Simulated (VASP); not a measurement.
Input:

```xyz
2
Lattice="0.0000 3.1097 3.1097 3.1097 0.0000 3.1097 3.1097 3.1097 0.0000" Properties=species:S:1:pos:R:3 pbc="T T T"
Ga     0.0000     0.0000     0.0000
Sb     1.5548     1.5548     1.5548
```

Computed with PBE GGA, VASP's PBE PAW potentials (set 64) (plane waves; VASP 6.6.1). Numerical set-up: 520 eV cut-off, Gaussian smearing of 0.050 eV, potentials Ga_d Sb.

Task: Give the energies of bands 7 to 12 at the high-symmetry points, in eV from the Fermi level.

Result: 
| band | Γ | X | U | L | W |
|---|---|---|---|---|---|
| 7 | -0.31 | -6.60 | -6.43 | -6.13 | -6.48 |
| 8 | 0.00 | -2.41 | -3.37 | -1.08 | -3.13 |
| 9 | 0.00 | -2.41 | -2.05 | -1.08 | -2.91 |
| 10 | 0.00 | 0.95 | 1.44 | 0.30 | 3.50 |
| 11 | 2.79 | 1.34 | 3.80 | 3.74 | 4.29 |
| 12 | 2.79 | 8.36 | 6.39 | 3.74 | 4.30 |

It has no gap at this level: it comes out as a metal or semimetal.

The compound is GaSb in the zinc blende structure. It was relaxed first, which changed the volume by +6 %.
